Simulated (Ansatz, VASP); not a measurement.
**AsN in two plane-wave programs**

Aim: how closely do two programs agree when they are given the same cell, functional and k mesh? The cell is invented: As first built, before any earlier steps moved the atoms (in the runner's words): it takes the AsP structure with some of its atoms replaced by other elements, volume scaled by an estimate. It may not be a known or stable phase. The cell is taken from a series of VASP runs on this material, whose earlier steps may have relaxed, scaled or displaced it; both programs get it as it stands.

Program: Ansatz 0.2.0. Level of theory: plane waves, with VASP 6.6.1 beside it; band structure at HSE06. Results are calculated unless marked as measured.

## Step 1: Set-up

The structure is trigonal, space group R3m (No. 160). The conventional cell has a = 3.023 Å, b = 3.023 Å, c = 11.110 Å, α = 90.00°, β = 90.00°, γ = 120.00°. As has 3 N at 1.99 Å nearest. Nearest to N lie 3 As at 1.99 Å. As first built, before any earlier steps moved the atoms (in the runner's words): sites of the AsP structure (space group 160) filled with other elements, volume scaled by an estimate. Farther neighbours and most contacts between anions are not listed.

## Step 2: VASP: band structure, HSE06

Levels along a path test the potential and the projectors away from the mesh points.

Lines of VASP's logs that name or quote its potential files are left out, and so is its time.

The run reads the wave functions of an earlier VASP run, which isn't shown here.

The input, INCAR:

```
SYSTEM = AsN
PREC = Accurate
ENCUT = 520
EDIFF = 1E-06
NELM = 100
ISMEAR = 0
SIGMA = 0.02
LREAL = .FALSE.
ALGO = Normal
LHFCALC = .TRUE.
AEXX = 0.25
GGA = PE
HFSCREEN = 0.2
LASPH = .TRUE.
NBANDS = 11
PRECFOCK = Fast
LORBIT = 11
LWAVE = .FALSE.
LCHARG = .FALSE.
KPAR = 4
```

The input, POSCAR:

```
AsN
1.0
    1.5114398648      0.8726303735      3.7032867518
   -1.5114398648      0.8726303735      3.7032867518
    0.0000000000     -1.7452607470      3.7032867518
As N
1 1
Direct
    0.2095845238      0.2095845238      0.2095845238
    0.7904154762      0.7904154762      0.7904154762
```

The input, KPOINTS:

```
Automatic mesh
0
Gamma
5 5 5
0 0 0
```

The input, KPOINTS_OPT:

```
Line mode
6
Line-mode
Reciprocal
  0.00000000   0.00000000   0.00000000 GAMMA
  0.50000000   0.00000000   0.00000000 L

  0.50000000   0.00000000   0.00000000 L
  0.50000000   0.20368311  -0.20368311 B1

  0.79631689   0.50000000   0.20368311 B
  0.50000000   0.50000000   0.50000000 Z

  0.50000000   0.50000000   0.50000000 Z
  0.00000000   0.00000000   0.00000000 GAMMA

  0.00000000   0.00000000   0.00000000 GAMMA
  0.35184155   0.00000000  -0.35184155 X

  0.64815845   0.35184155   0.00000000 Q
  0.50000000   0.50000000   0.00000000 F

  0.50000000   0.50000000   0.00000000 F
  0.64815845   0.64815845   0.20368311 P1

  0.64815845   0.64815845   0.20368311 P1
  0.50000000   0.50000000   0.50000000 Z

  0.50000000   0.00000000   0.00000000 L
  0.79631689   0.35184155   0.35184155 P
```

Potentials, in the order of the species: As and N (PBE family, release 64).

Run with:

```sh
mpirun -np 4 vasp_std
```

Numbers of over 12 decimals in the logs are rounded to 6 here.

Log:

```text
[banner, memory and clock lines left out]
running    4 mpi-ranks, on    1 nodes
 distrk:  each k-point on    1 cores,    4 groups
 distr:  one band on    1 cores,    1 groups

 POSCAR found type information on POSCAR AsN
 POSCAR found :  2 types and       2 ions
 LDA part: xc-table for (Slater+PW92), standard interpolation
 found WAVECAR, reading the header
 POSCAR, INCAR and KPOINTS ok, starting setup
 FFT: planning ... GRIDC
 FFT: planning ... GRID_SOFT
 FFT: planning ... GRID
 reading WAVECAR
 the WAVECAR file was read successfully
 initial charge from wavefunction
 entering main loop
       N       E                     dE             d eps       ncg     rms          rms(c)
DAV:   1    -0.144558029447E+02   -0.14456E+02   -0.76480E-01   436   0.620E+00    0.161E+00
DAV:   2    -0.144596427941E+02   -0.38398E-02   -0.12475E-02   490   0.885E-01    0.109E+00
DAV:   3    -0.144571369550E+02    0.25058E-02   -0.22431E-03   469   0.321E-01    0.635E-01
DAV:   4    -0.144564488105E+02    0.68814E-03   -0.91536E-04   472   0.203E-01    0.341E-01
DAV:   5    -0.144562806300E+02    0.16818E-03   -0.21118E-04   487   0.101E-01    0.190E-01
DAV:   6    -0.144562355799E+02    0.45050E-04   -0.44486E-05   496   0.455E-02    0.107E-01
DAV:   7    -0.144562229875E+02    0.12592E-04   -0.10840E-05   484   0.221E-02    0.606E-02
DAV:   8    -0.144562197410E+02    0.32465E-05   -0.27934E-06   449   0.121E-02    0.344E-02
DAV:   9    -0.144562190982E+02    0.64279E-06   -0.75973E-07   254   0.696E-03
   1 F= -.14456219E+02 E0= -.14456219E+02  d E =-.353438E-33
 Start KPOINTS_OPT (optional k-point list driver)
k-point batch [1-19\54]
       N       E                     dE             ncg
DAV:   1     0.253010061785E+03   -0.53947E+04      418
DAV:   2    -0.610879678077E+03   -0.86389E+03      504
DAV:   3    -0.666417710005E+03   -0.55538E+02      520
DAV:   4    -0.667106809232E+03   -0.68910E+00      484
DAV:   5    -0.667110615049E+03   -0.38058E-02      493
DAV:   6    -0.667110633148E+03   -0.18099E-04      484
DAV:   7    -0.667110633296E+03   -0.14786E-06      468
[...]
k-point batch [39-54\54]
       N       E                     dE             ncg
DAV:   1     0.164747671329E+04   -0.61195E+04      352
DAV:   2     0.930294136895E+03   -0.71718E+03      433
DAV:   3     0.888359869414E+03   -0.41934E+02      421
DAV:   4     0.887893937208E+03   -0.46593E+00      403
DAV:   5     0.887891410042E+03   -0.25272E-02      415
DAV:   6     0.887891399851E+03   -0.10191E-04      400
DAV:   7     0.887891399782E+03   -0.69708E-07      395
```

From OUTCAR (step 2):

```text
ion  position               nearest neighbor table
   1  0.210  0.210  0.210-   2 1.99   2 1.99   2 1.99
   2  0.790  0.790  0.790-   1 1.99   1 1.99   1 1.99

  LATTYP: Found a trigonal (rhomboedric) cell.
 ALAT       =     4.0939305074
 COS(alpha) =     0.7273968203

 Subroutine GETGRP returns: Found  6 space group operations
 (whereof  6 operations were pure point group operations)

The static configuration has the point symmetry C_3v.

 Found     19 irreducible k-points:

   k-points           NKPTS =     19   k-points in BZ     NKDIM =    125   number of bands    NBANDS=     11

   dimension x,y,z NGX =    30 NGY =   30 NGZ =   30
   dimension x,y,z NGXF=    60 NGYF=   60 NGZF=   60

   ENCUT  =  520.0 eV  38.22 Ry    6.18 a.u.   7.61  7.61  7.61*2*pi/ulx,y,z

   NELECT =      10.0000    total number of electrons

 k-points in reciprocal lattice and weights: Automatic mesh
   0.00000000  0.00000000  0.00000000       0.008
   0.20000000  0.00000000 -0.00000000       0.048
   0.40000000  0.00000000  0.00000000       0.048
   0.20000000  0.20000000 -0.00000000       0.048
   0.40000000  0.20000000  0.00000000       0.096
  -0.40000000  0.20000000 -0.00000000       0.096
  -0.20000000  0.20000000  0.00000000       0.048
   0.40000000  0.40000000  0.00000000       0.048
  -0.40000000  0.40000000  0.00000000       0.048
[...]
0.40000000  0.40000000  0.40000000       0.016
  -0.40000000  0.40000000  0.40000000       0.048

  exchange ACFDT corr.  =         0.00000000  see jH, gK, PRB 81, 115126

 average (electrostatic) potential at core
       1 -47.1658       2 -59.2782

 E-fermi :   4.9817

 k-point     1 :       0.0000    0.0000    0.0000
  band No.  band energies     occupation
      1     -15.8337      2.00000
      2      -3.7304      2.00000
      3       1.3941      2.00000
      4       1.7049      2.00000
      5       1.7049      2.00000
      6       7.6692      0.00000
      7      10.9848      0.00000
      8      10.9848      0.00000
      9      16.1005      0.00000
     10      18.8715      0.00000
    ...

 k-point     2 :       0.2000    0.0000   -0.0000
  band No.  band energies     occupation
      1     -15.0940      2.00000
      2      -4.3174      2.00000
      3      -0.4294      2.00000
      4       0.9794      2.00000
      5       2.2354      2.00000
      6       8.1159      0.00000
      7      10.1620      0.00000
      8      11.3381      0.00000
      9      14.4782      0.00000
     10      17.0367      0.00000
    ...

 k-point     3 :       0.4000    0.0000    0.0000
  band No.  band energies     occupation
      1     -13.2539      2.00000
      2      -7.2237      2.00000
      3      -0.5220      2.00000
      4       0.0433      2.00000
      5       3.2784      2.00000
      6       5.7271      0.00000
      7       9.5542      0.00000
      8      11.1606      0.00000
      9      14.9506      0.00000
     10      16.8134      0.00000
    ...

  energy-cutoff  :      520.00
  volume of cell :       29.31
      direct lattice vectors                 reciprocal lattice vectors
     1.511439865  0.872630373  3.703286752     0.330810383  0.190993428  0.090010133
    -1.511439865  0.872630373  3.703286752    -0.330810383  0.190993428  0.090010133
     0.000000000 -1.745260747  3.703286752     0.000000000 -0.381986857  0.090010133

 POSITION                                       TOTAL-FORCE (eV/Angst)
 -----------------------------------------------------------------------------------
      0.00000      0.00000      2.32845         0.000000      0.000000     -0.805775
      0.00000      0.00000      8.78141         0.000000      0.000000      0.805775
 -----------------------------------------------------------------------------------
    total drift:                                0.000001      0.000012      0.001850

  FREE ENERGIE OF THE ION-ELECTRON SYSTEM (eV)
  ---------------------------------------------------
  free  energy   TOTEN  =       -14.4562190982 eV

  energy  without entropy=      -14.4562190982  energy(sigma->0) =      -14.45621910

 total charge
# of ion       s       p       d       tot
------------------------------------------
    1        1.323   1.281   0.118   2.722
    2        1.290   2.344   0.000   3.634
--------------------------------------------------
tot          2.612   3.625   0.118   6.355

[... 3 further parts left out ...]
```

The k-mesh is coarse for exact exchange; levels may shift by about 0.1 eV on a finer one. Spin-orbit coupling is off here; it would split degenerate levels, and it lifts a valence top of As p states by about 0.1 eV. The PAW data sets were made with PBE, which is usual practice but a small mismatch for other functionals.

[end of part 1 of 2]

[Lines on the potential files, build, host, timing and source positions are cut from VASP's logs without a mark.]

[Logs are printed without paths, hosts, clocks, repeated set-up lines and the standing remarks that a program may print on its own settings, such as how far it seeks lower states.]

[Hosts, paths, dates, database ids (printed as entryN), source tags and the programs' standing remarks are cut or masked in the printed files.]
